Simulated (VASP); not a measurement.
These are vdW-DF2, VASP's PBE PAW potentials (set 64) (plane waves; VASP) values and carry that method's errors.

VASP ran on this input.

File KPOINTS:
```
Regular mesh
0
G
 10 10 10
```

POSCAR:
```
Ge
1.0
  0.0000000000   2.9756410057   2.9756410057
  2.9756410057   0.0000000000   2.9756410057
  2.9756410057   2.9756410057   0.0000000000
Ge
2
Cartesian
  2.9756410057   0.0000000000   2.9756410057
  1.4878205029   1.4878205029   1.4878205029
```

**INCAR**
```
AGGAC  =  0.0
ALGO  =  Normal
EDIFF  =  1E-6
EDIFFG  =  -0.01
ENCUT  =  520
GGA  =  ML
IBRION  =  2
ISIF  =  3
ISMEAR  =  1
LASPH  =  .TRUE.
LCHARG  =  .FALSE.
LMAXMIX  =  4
LREAL  =  .FALSE.
LUSE_VDW  =  .TRUE.
LWAVE  =  .FALSE.
NELM  =  100
NSW  =  60
PREC  =  Accurate
SIGMA  =  0.1
SYSTEM  =  Ge
ZAB_VDW  =  -1.8867
```

POTCAR, in this order: Ge_d (PBE.64 set). Program: vasp_std.

The resulting files:

File OUTCAR:
```
 ion  position               nearest neighbor table
   1  0.000  0.000  0.000-   2 2.58   2 2.58   2 2.58   2 2.58
   2  0.250  0.250  0.250-   1 2.58   1 2.58   1 2.58   1 2.58
  LATTYP: Found a face centered cubic cell.
 ALAT       =     5.9512820114
 Subroutine PRICEL returns:
 Original cell was already a primitive cell.
 Subroutine GETGRP returns: Found 48 space group operations
The static configuration has the point symmetry T_d .
 The point group associated with its full space group is O_h .
The dynamic configuration has the point symmetry T_d .
 Subroutine INISYM returns: Found 48 space group operations
 Subroutine IBZKPT returns following result:
 Found     47 irreducible k-points:

 Following reciprocal coordinates:
            Coordinates               Weight
  0.000000  0.000000  0.000000      1.000000
  0.100000  0.000000  0.000000      8.000000
  0.200000  0.000000  0.000000      8.000000
  0.300000  0.000000  0.000000      8.000000
  0.400000  0.000000  0.000000      8.000000
  0.500000  0.000000  0.000000      4.000000
  0.100000  0.100000  0.000000      6.000000
  0.200000  0.100000  0.000000     24.000000
  0.300000  0.100000  0.000000     24.000000
  0.400000  0.100000  0.000000     24.000000
  0.500000  0.100000  0.000000     24.000000
 -0.400000  0.100000  0.000000     24.000000
 -0.300000  0.100000  0.000000     24.000000
 -0.200000  0.100000  0.000000     24.000000
 -0.100000  0.100000  0.000000     12.000000
  0.200000  0.200000  0.000000      6.000000
  0.300000  0.200000  0.000000     24.000000
  0.400000  0.200000  0.000000     24.000000
  0.500000  0.200000  0.000000     24.000000
 -0.400000  0.200000  0.000000     24.000000
 -0.300000  0.200000  0.000000     24.000000
 -0.200000  0.200000  0.000000     12.000000
  0.300000  0.300000  0.000000      6.000000
...
```

**OSZICAR**
```
       N       E                     dE             d eps       ncg     rms          rms(c)
DAV:   1     0.172519502023E+03    0.17252E+03   -0.15567E+04  1736   0.403E+03
DAV:   2     0.203644413789E+02   -0.15216E+03   -0.14976E+03  1692   0.534E+02
DAV:   3    -0.103488822309E+01   -0.21399E+02   -0.21255E+02  1876   0.152E+02
DAV:   4    -0.176690486436E+01   -0.73202E+00   -0.72967E+00  1918   0.318E+01
DAV:   5    -0.178115901674E+01   -0.14254E-01   -0.14244E-01  1914   0.461E+00    0.216E+00
DAV:   6    -0.172597675209E+01    0.55182E-01   -0.55350E-02  1974   0.145E+00    0.133E+00
DAV:   7    -0.169266968462E+01    0.33307E-01   -0.14335E-01  2158   0.218E+00    0.158E-01
DAV:   8    -0.169318867705E+01   -0.51899E-03   -0.49870E-03  1814   0.717E-01    0.604E-02
DAV:   9    -0.169315637585E+01    0.32301E-04   -0.65164E-04  2074   0.192E-01    0.142E-02
DAV:  10    -0.169315593785E+01    0.43800E-06   -0.32283E-05  1782   0.828E-02    0.563E-03
DAV:  11    -0.169315798441E+01   -0.20466E-05   -0.41432E-06  1536   0.271E-02    0.169E-03
DAV:  12    -0.169315844448E+01   -0.46007E-06   -0.43678E-07   912   0.115E-02
   1 F= -.16931584E+01 E0= -.16930055E+01  d E =-.169316E+01
       N       E                     dE             d eps       ncg     rms          rms(c)
DAV:   1    -0.170300577832E+01   -0.98478E-02   -0.14123E-01  2226   0.753E+00    0.563E-01
DAV:   2    -0.169579394626E+01    0.72118E-02   -0.10527E-02  2170   0.200E+00    0.284E-01
DAV:   3    -0.169354241548E+01    0.22515E-02   -0.41490E-03  2190   0.112E+00    0.508E-02
DAV:   4    -0.169337491081E+01    0.16750E-03   -0.41905E-04  2142   0.413E-01    0.119E-02
DAV:   5    -0.169337519430E+01   -0.28349E-06   -0.20198E-05  2124   0.780E-02    0.744E-03
DAV:   6    -0.169337422574E+01    0.96856E-06   -0.19310E-06  1002   0.299E-02
   2 F= -.16933742E+01 E0= -.16932153E+01  d E =-.215781E-03
```

File OUTCAR:
```
------------------------ aborting loop because EDIFF is reached ----------------------------------------
  FORCE on cell =-STRESS in cart. coord.  units (eV):
  Direction    XX          YY          ZZ          XY          YZ          ZX
  --------------------------------------------------------------------------------------
  Total       -0.0036764     -0.0036764     -0.0036764     -0.0000000      0.0000000      0.0000000
  in kB       -0.1111642     -0.1111642     -0.1111642     -0.0000000      0.0000000      0.0000000
  external PRESSURE =      -0.1111642 kB  Pullay stress =       0.0000000 kB
  volume of cell :       52.99
      direct lattice vectors                 reciprocal lattice vectors
     0.000000000  2.981129580  2.981129580    -0.167721659  0.167721659  0.167721659
     2.981129580 -0.000000000  2.981129580     0.167721659 -0.167721659  0.167721659
     2.981129580  2.981129580 -0.000000000     0.167721659  0.167721659 -0.167721659
 POSITION                                       TOTAL-FORCE (eV/Angst)
 -----------------------------------------------------------------------------------
      0.00000      0.00000      0.00000        -0.000000     -0.000000      0.000000
      1.49056      1.49056      1.49056         0.000000      0.000000     -0.000000
 -----------------------------------------------------------------------------------
    total drift:                               -0.000000      0.000000      0.000000
  FREE ENERGIE OF THE ION-ELECTRON SYSTEM (eV)
  ---------------------------------------------------
  free  energy   TOTEN  =        -1.6933742257 eV

  energy  without entropy=       -1.6928973364  energy(sigma->0) =       -1.69321526

 reached required accuracy - stopping structural energy minimisation
```
(Selected blocks of OUTCAR.)

### CONTCAR
```
Ge
   1.00000000000000
     0.0000000000000000    2.9811295796141146    2.9811295796141146
     2.9811295796141146   -0.0000000000000000    2.9811295796141146
     2.9811295796141146    2.9811295796141146   -0.0000000000000000
  Ge
     2
Direct
     0.0000000000000000    0.0000000000000000    0.0000000000000000
     0.2500000000000000    0.2500000000000000    0.2500000000000000
```

The compound is Ge in the diamond structure. This run relaxes it. Symmetry was kept, so distortions that lower it aren't found. The start is the result of an earlier pass.
